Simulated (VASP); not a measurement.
OSZICAR of a VASP run on Mg (hcp):

File OSZICAR:
```
       N       E                     dE             d eps       ncg     rms          rms(c)
DAV:   1    -0.582949405870E+00   -0.58295E+00   -0.11939E+03  1140   0.434E+02
DAV:   2    -0.300719940514E+01   -0.24242E+01   -0.23295E+01  1554   0.258E+01
DAV:   3    -0.302486219939E+01   -0.17663E-01   -0.17665E-01  1626   0.289E+00
DAV:   4    -0.302490443070E+01   -0.42231E-04   -0.42231E-04  1560   0.117E-01
DAV:   5    -0.302490462000E+01   -0.18930E-06   -0.18945E-06  1602   0.675E-03    0.966E-01
DAV:   6    -0.301885807201E+01    0.60465E-02   -0.57871E-04  1404   0.281E-01    0.619E-01
DAV:   7    -0.301138402726E+01    0.74740E-02   -0.22667E-03  1242   0.486E-01    0.342E-02
DAV:   8    -0.301139646770E+01   -0.12440E-04   -0.12775E-05  1800   0.318E-02    0.775E-03
DAV:   9    -0.301139511785E+01    0.13499E-05   -0.12895E-06  1326   0.798E-03    0.637E-04
DAV:  10    -0.301139490131E+01    0.21654E-06   -0.47071E-09  1098   0.656E-04    0.126E-04
DAV:  11    -0.301139488509E+01    0.16214E-07   -0.53876E-10   786   0.213E-04
   1 F= -.15869985E+01 E0= -.15871106E+01  d E =-.158700E+01
       N       E                     dE             d eps       ncg     rms          rms(c)
DAV:   1    -0.295063472140E+01    0.60760E-01   -0.39561E-01  1404   0.423E+00    0.200E-01
DAV:   2    -0.294998066593E+01    0.65406E-03   -0.12245E-03  1350   0.300E-01    0.128E-01
DAV:   3    -0.294942859233E+01    0.55207E-03   -0.10629E-04  1458   0.831E-02    0.593E-03
DAV:   4    -0.294942462700E+01    0.39653E-05   -0.13491E-06  1464   0.984E-03    0.312E-03
DAV:   5    -0.294942237812E+01    0.22489E-05   -0.53529E-07  1296   0.539E-03    0.892E-05
DAV:   6    -0.294942247412E+01   -0.96003E-07   -0.14060E-09   780   0.301E-04
   2 F= -.16657032E+01 E0= -.16657796E+01  d E =-.787047E-01
       N       E                     dE             d eps       ncg     rms          rms(c)
DAV:   1    -0.294403569502E+01    0.53867E-02   -0.63142E-04  1380   0.170E-01    0.801E-03
DAV:   2    -0.294403522680E+01    0.46822E-06   -0.19740E-06  1392   0.121E-02    0.511E-03
DAV:   3    -0.294403555502E+01   -0.32821E-06   -0.18891E-07  1338   0.337E-03    0.248E-04
DAV:   4    -0.294403548632E+01    0.68697E-07   -0.26347E-09   714   0.438E-04
   3 F= -.16658468E+01 E0= -.16659220E+01  d E =-.788483E-01
       N       E                     dE             d eps       ncg     rms          rms(c)
DAV:   1    -0.294403711386E+01   -0.15588E-05   -0.54359E-05  1530   0.406E-02    0.339E-03
DAV:   2    -0.294403701813E+01    0.95728E-07   -0.29414E-07  1248   0.401E-03
   4 F= -.16658674E+01 E0= -.16659530E+01  d E =-.206076E-04
```

Which electronic solver shows in the log?

It is blocked Davidson (ALGO = Normal, or the opening steps of other solvers). The INCAR had ALGO = Normal.

Can the final energy be trusted as converged?

The run converged. It stopped with EDIFF = 1E-7, NELM = 100, NSW = 40 and EDIFFG = -0.01 after 4 ionic steps (PBE GGA, plane waves, VASP's PBE PAW potentials (set 64)). Energy and stress use the plane-wave basis of the starting cell.

The compound is Mg in the hcp structure. This run relaxes it under an external pressure of 5 GPa. Symmetry was kept, so distortions that lower it aren't found.
